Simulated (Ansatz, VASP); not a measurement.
## One calculation of Ga2AsN, two programs

```
N Ga As
1.0
     3.46390    0.00000    0.00000
     0.00000    3.46390    0.00000
     0.00000    0.00000    4.84503
N Ga As
1 2 1
Direct
  0.00000 0.00000 0.00000
  0.00000 0.00000 0.50000
  0.50000 0.50000 0.00000
  0.50000 0.50000 0.50000
```

The cell was built by a generator and needn't be a form met in nature.

Alike in both runs: task single point; functional PBE; k mesh 8 × 8 × 6; occupations fermi-dirac, width 0.02 eV; no spin polarisation.

|  | VASP | Ansatz |
| --- | --- | --- |
| version | VASP 6.6.1 | Ansatz 0.2.0 |
| potentials or method | VASP PAW PBE potentials, release 64 (N, Ga_d, As) | plane waves, PAW |
| plane-wave cutoff (eV) | 520 | 420 |
| valence electrons in the cell | 36 | 46 |

```tsv
	VASP	Ansatz	Ansatz less VASP
pressure (GPa)	4.7	4.3	-0.43
largest component of the traceless stress (GPa)	0.81	0.79	-0.021
```

The two sets of potentials don't hold the same shells in valence.
